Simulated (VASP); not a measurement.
Here is the system:

```
CsSnI3
1.0
    5.86020     0.00000     0.00000
    0.00000     5.86020     0.00000
    0.00000     0.00000     5.86020
Cs Sn I
1 1 3
Direct
  0.00000   0.00000   0.00000
  0.50000   0.50000   0.50000
  0.50000   0.00000   0.50000
  0.00000   0.50000   0.50000
  0.50000   0.50000   0.00000
```

The numbers are results of PBE GGA, VASP's PBE PAW potentials (set 64) (plane waves; VASP), not measurements. Numerical set-up: 500 eV cut-off, 4×4×4 Γ-centred mesh, Gaussian smearing of 0.050 eV, potentials Cs_sv Sn_d I.

Energy and stress use the plane-wave basis of the starting cell.

Problem. The ions, cell shape and volume at an external pressure of 10.0 GPa are relaxed. Which structure does the run end with?

Solution. 
```
CsSnI3
1.0
    5.67250     0.00000     0.00000
    0.00000     5.67250     0.00000
    0.00000     0.00000     5.67250
Cs Sn I
1 1 3
Direct
  0.00000   0.00000   0.00000
  0.50000   0.50000   0.50000
  0.50000   0.00000   0.50000
  0.00000   0.50000   0.50000
  0.50000   0.50000   0.00000
```
Space group Pm-3m (221), at a tolerance of 0.03 Å.

Problem. How do energy and volume change from the first to the last step?

Solution. The energy (σ→0) changes by +176.6 meV/atom and the volume by -9.3 %, in 3 ionic steps.

```csv
step,E(σ→0) (eV),max force (eV/Å),pressure (GPa),volume (Å³)
1,-13.2876,0.000,5.45,201.25
2,-11.4466,0.000,14.37,169.79
3,-12.4044,0.000,9.99,182.53
```

The compound is CsSnI3 in the cubic perovskite structure, the ideal cubic form; the compound distorts at low or room temperature. This run relaxes it under an external pressure of 10 GPa. Symmetry was kept, so distortions that lower it aren't found.
